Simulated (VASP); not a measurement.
These are PBE GGA, VASP's PBE PAW potentials (set 64) (plane waves; VASP 6.6.1) values and carry that method's errors.

The input files of a VASP run:

### KPOINTS
```
Automatic mesh
0
Gamma
11 11 11
0 0 0
```

### INCAR
```
SYSTEM = CuAs
PREC = Accurate
ENCUT = 400
EDIFF = 1E-6
NELM = 100
ALGO = Normal
LREAL = .FALSE.
LASPH = .TRUE.
ISMEAR = 0
SIGMA = 0.05
GGA = PE
LMAXMIX = 4
LWAVE = .FALSE.
LCHARG = .FALSE.
ISIF = 2
```

POSCAR:
```
CuAs
5.9798280
  0.5000000000   0.0000000000   0.0000000000
  0.0000000000   0.5000000000   0.0000000000
  0.0000000000   0.0000000000   0.5000000000
Cu As
1 1
Direct
  0.0000000000   0.0000000000   0.0000000000
  0.5000000000   0.5000000000   0.5000000000
```

POTCAR, in this order: Cu As (PBE.64 set). Program: vasp_std.

Gaps are read on the run's mesh, which can miss a band edge.

Problem. Predict the energy per atom (σ→0), pressure, band gap (on the k-mesh).

Solution. 
```yaml
energy per atom (σ→0): -3.775 eV/atom
band gap (on the k-mesh): none (metal, semimetal or under 0.01 eV)
pressure: 22.87 GPa
```

OSZICAR:
```
...
DAV:   8    -0.756086941657E+01    0.27076E-01   -0.52203E-01  1688   0.211E+01    0.118E+00
DAV:   9    -0.754965378747E+01    0.11216E-01   -0.63735E-02  1856   0.685E+00    0.134E-01
DAV:  10    -0.754978915202E+01   -0.13536E-03   -0.11476E-03  1768   0.527E-01    0.112E-01
DAV:  11    -0.754960390997E+01    0.18524E-03   -0.94060E-04  1944   0.113E+00    0.354E-02
DAV:  12    -0.754958828774E+01    0.15622E-04   -0.90097E-05  1816   0.243E-01    0.119E-02
DAV:  13    -0.754958505670E+01    0.32310E-05   -0.11017E-05  2008   0.900E-02    0.219E-03
DAV:  14    -0.754958470629E+01    0.35041E-06   -0.81396E-07   752   0.175E-02
   1 F= -.75495847E+01 E0= -.75493702E+01  d E =-.429051E-03
```

The structure was generated: CuAs was put into the CsCl type (Pm-3m), which need not be its known phase. The cell was not relaxed at this level. The run is one of a series of settings (KPOINTS 11×11×11 Γ-centred mesh against the base run), some of them coarse on purpose.
